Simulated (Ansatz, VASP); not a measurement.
**CrN2: VASP beside Ansatz**

```
Cr N
1.0
     3.97831    0.00000    0.00000
     0.00000    4.90384    0.00000
     0.00000    0.00000    2.83878
Cr N
2 4
Direct
  0.00000 0.00000 0.00000
  0.50000 0.50000 0.50000
  0.86617 0.58878 0.00000
  0.13383 0.41123 0.00000
  0.36617 0.91122 0.50000
  0.63383 0.08878 0.50000
```

Change from the starting cell: volume scaled by 1.06.

Alike in both runs: task single point; functional PBE; k mesh 7 × 6 × 10; occupations fermi-dirac, width 0.05 eV; collinear spin, ferromagnetic start.

|  | VASP | Ansatz |
| --- | --- | --- |
| version | VASP 6.6.1 | Ansatz 0.2.0 |
| potentials or method | VASP PAW PBE potentials, release 64 (Cr_pv, N) | Ansatz PAW |
| plane-wave cutoff (eV) | 520 | 420 |
| valence electrons in the cell | 44 | 48 |

```csv
,VASP,Ansatz,Ansatz less VASP
gap on the k mesh at the Fermi level (eV),none,none,-
pressure (GPa),-13.8,-14.1,-0.31
largest component of the traceless stress (GPa),4.87,5.00,+0.135
rms of the force components (eV/Å),0.251,0.259,+0.0074
net moment per atom (μB),0.72,0.72,0.000
size of the moment on the site where the two differ most (μB),2.31,2.00,-0.312
```

Site moments also hang on the region over which each program counts them. Atom by atom the forces differ by 0.007 eV/Å (rms over components). A gap of «none» marks a metal or a gap that the smearing closes. With one functional, cell and mesh, what is left measures potentials, basis and numerics. The two sets of potentials don't hold the same shells in valence.

Caveats: only a ferromagnetic start was run, and an antiferromagnetic order may lie lower in energy; the pressure holds a Pulay correction of +0.7 GPa for the finite cutoff (Ansatz).
